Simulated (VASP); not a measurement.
Calculation: vdW-DF-cx, VASP's PBE PAW potentials (set 64) (plane waves; VASP).

Input for VASP

**INCAR**
```
AGGAC=0.0
ALGO=Normal
EDIFF=1E-6
EDIFFG=-0.02
ENCUT=520
GGA=CX
IBRION=2
ISIF=3
ISMEAR=0
LASPH=.TRUE.
LCHARG=.FALSE.
LMAXMIX=4
LREAL=.FALSE.
LUSE_VDW=.TRUE.
LWAVE=.FALSE.
NELM=100
NSW=60
PREC=Accurate
SIGMA=0.05
SYSTEM=ZrS2
```

### POSCAR
```
ZrS2
1
    1.8202553323    -3.1527747401    -0.0000000000
    1.8202553323     3.1527747401     0.0000000000
    0.0000000000     0.0000000000     5.7991755292
Zr S
1 2
Direct
  0.0000000000   0.0000000000   0.0000000000
  0.3333330000   0.6666670000   0.2492600743
  0.6666670000   0.3333330000   0.7507399257
```

### KPOINTS
```
Regular mesh
0
G
  6 6 4
0 0 0
```

POTCAR, in this order: Zr_sv S (PBE.64 set). Program: vasp_std.

Q: Estimate the energy per atom (σ→0), volume per atom, band gap (on the k-mesh).

A: 
| Item | Value |
|---|---|
| energy per atom (σ→0) | -5.439 eV/atom |
| band gap (on the k-mesh) | 0.73 eV |
| volume per atom | 22.21 Å³/atom |

File OSZICAR:
```
...
DAV:   1    -0.163182006684E+02   -0.46846E-03   -0.20400E-02   768   0.112E+00    0.142E-01
DAV:   2    -0.163179171289E+02    0.28354E-03   -0.15380E-03   840   0.324E-01    0.713E-02
DAV:   3    -0.163178573191E+02    0.59810E-04   -0.14553E-04  1072   0.834E-02    0.321E-02
DAV:   4    -0.163178506623E+02    0.66568E-05   -0.49518E-05  1152   0.416E-02    0.167E-02
DAV:   5    -0.163178537199E+02   -0.30576E-05   -0.83326E-06  1224   0.168E-02    0.951E-03
DAV:   6    -0.163178549719E+02   -0.12521E-05   -0.18102E-06   504   0.979E-03    0.111E-03
DAV:   7    -0.163178551215E+02   -0.14955E-06   -0.50028E-07   392   0.576E-03
   8 F= -.16317855E+02 E0= -.16317855E+02  d E =-.123356E-03
```

The compound is ZrS2 in the 1T layered structure. This run relaxes it. Symmetry was kept, so distortions that lower it aren't found. The start is the result of an earlier pass.
